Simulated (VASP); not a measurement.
Calculation: PBE GGA, VASP's PBE PAW potentials (set 64) (plane waves; VASP).

A VASP calculation is set up with these files.

INCAR:
```
ALGO  =  Normal
EDIFF  =  1E-6
EDIFFG  =  -0.01
ENCUT  =  300
GGA  =  PE
IBRION  =  2
ISIF  =  3
ISMEAR  =  0
LASPH  =  .TRUE.
LCHARG  =  .FALSE.
LMAXMIX  =  4
LREAL  =  .FALSE.
LWAVE  =  .FALSE.
NELM  =  100
NSW  =  50
PREC  =  Accurate
SIGMA  =  0.2
SYSTEM  =  Zn
```

File POSCAR:
```
Zn
1
    2.7898300000     0.0000000000     0.0000000000
   -1.3949150000     2.4160640000     0.0000000000
    0.0000000000     0.0000000000     8.9762980000
Zn
4
Direct
  0.0000000000   0.0000000000   0.0000000000
  0.0000000000   0.0000000000   0.5000000000
  0.3333330000   0.6666670000   0.2500000000
  0.6666670000   0.3333330000   0.7500000000
```

**KPOINTS**
```
Automatic
0
G
 18 18 5
0.5 0.5 0.5
```

POTCAR, in this order: Zn (PBE.64 set). Program: vasp_std.

At this cut-off the stress carries a Pulay error, which pulls relaxed volumes low.

**Question.** Estimate the energy per atom (σ→0), volume per atom, band gap (on the k-mesh).

**Answer.** 
The energy per atom (σ→0) is -1.093 eV/atom, the band gap (on the k-mesh) comes out as none (metal, semimetal or under 0.01 eV) and the volume per atom is 15.02 Å³/atom.

OSZICAR:
```
...
       N       E                     dE             d eps       ncg     rms          rms(c)
DAV:   1    -0.438371958424E+01   -0.18924E-02   -0.25056E-02 16484   0.216E+00    0.304E-01
DAV:   2    -0.438211315969E+01    0.16064E-02   -0.71196E-03 16368   0.136E+00    0.112E-01
DAV:   3    -0.438192791471E+01    0.18524E-03   -0.13557E-04 16184   0.139E-01    0.609E-02
DAV:   4    -0.438185501717E+01    0.72898E-04   -0.43941E-05 18376   0.925E-02    0.475E-03
DAV:   5    -0.438185647575E+01   -0.14586E-05   -0.17862E-05 15732   0.484E-02    0.415E-03
DAV:   6    -0.438185603971E+01    0.43604E-06   -0.38258E-07  7884   0.119E-02
  19 F= -.43818560E+01 E0= -.43721337E+01  d E =-.196345E-03
```

The structure was generated: Zn was put into an ordered model structure, which need not be its known phase. This run relaxes it. Symmetry was kept, so distortions that lower it aren't found. The run is one of a series of settings (EDIFFG = -0.01, GGA = PE, IBRION = 2, ISIF = 3, NSW = 50 against the base run), some of them coarse on purpose.
